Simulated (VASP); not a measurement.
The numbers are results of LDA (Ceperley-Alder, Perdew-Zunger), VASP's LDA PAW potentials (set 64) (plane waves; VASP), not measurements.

Input for VASP

POSCAR:
```
MgC2
1.0
  3.9124570000   0.0000000000   0.0000000000
  0.0000000000   3.9124570000   0.0000000000
  0.0000000000   0.0000000000   4.9387150000
Mg C
2 4
Direct
  0.5000000000   0.5000000000   0.0000000000
  0.0000000000   0.0000000000   0.5000000000
  0.8876600000   0.8876600000   0.0000000000
  0.1123400000   0.1123400000   0.0000000000
  0.6123400000   0.3876600000   0.5000000000
  0.3876600000   0.6123400000   0.5000000000
```

### KPOINTS
```
Automatic mesh
0
Gamma
1 1 1
0 0 0
```

### INCAR
```
LCHARG  =  .FALSE.
IBRION  =  2
SIGMA  =  0.272   # width (eV)
ALGO  =  Normal   # blocked Davidson
ENCUT  =  240   # plane-wave cut-off (eV)
ISIF  =  3
PREC  =  Accurate
NELM  =  100   # most electronic steps
LREAL  =  .FALSE.   # projection in real space or not
EDIFF  =  1E-6   # SCF stop (eV)
LWAVE  =  .FALSE.
ISMEAR  =  1   # Methfessel-Paxton
SYSTEM  =  MgC2
LASPH  =  .TRUE.
NSW  =  50   # most ionic steps
EDIFFG  =  -0.01   # ionic stop
```

POTCAR, in this order: Mg C (LDA.64 set). Program: vasp_std.

At this cut-off the stress carries a Pulay error, which pulls relaxed volumes low. Energy and stress use the plane-wave basis of the starting cell.

### Question
Predict the energy per atom (σ→0), volume per atom.

### Answer

```json
{
  "energy per atom (σ→0)": "-6.261 eV/atom",
  "volume_per_atom": "12.15 Å³/atom"
}
```

**OSZICAR**
```
...
DAV:   5    -0.375546764368E+02    0.66285E-06   -0.22212E-06    22   0.115E-02
  11 F= -.37554676E+02 E0= -.37568700E+02  d E =-.106793E-02
       N       E                     dE             d eps       ncg     rms          rms(c)
DAV:   1    -0.375547964997E+02   -0.11940E-03   -0.28211E-03    28   0.396E-01    0.266E-02
DAV:   2    -0.375547842297E+02    0.12270E-04   -0.18478E-05    28   0.347E-02    0.168E-02
DAV:   3    -0.375547751995E+02    0.90302E-05   -0.11965E-05    28   0.236E-02    0.221E-03
DAV:   4    -0.375547751023E+02    0.97194E-07   -0.15999E-07    14   0.326E-03
  12 F= -.37554775E+02 E0= -.37568903E+02  d E =-.116660E-02
```

The structure comes from a computed database's MgC2 entry; how it stands against other phases isn't given here. This run relaxes it. Symmetry was kept, so distortions that lower it aren't found. The k-mesh is coarse (spacing up to 1.61 per Å, 2π included), so the numbers may not be converged in it. The run is one of a series of settings (EDIFFG = -0.01, ENCUT = 240, IBRION = 2, ISIF = 3, ISMEAR = 1, NSW = 50, SIGMA = 0.272, KPOINTS 1×1×1 Γ-centred mesh against the base run), some of them coarse on purpose.
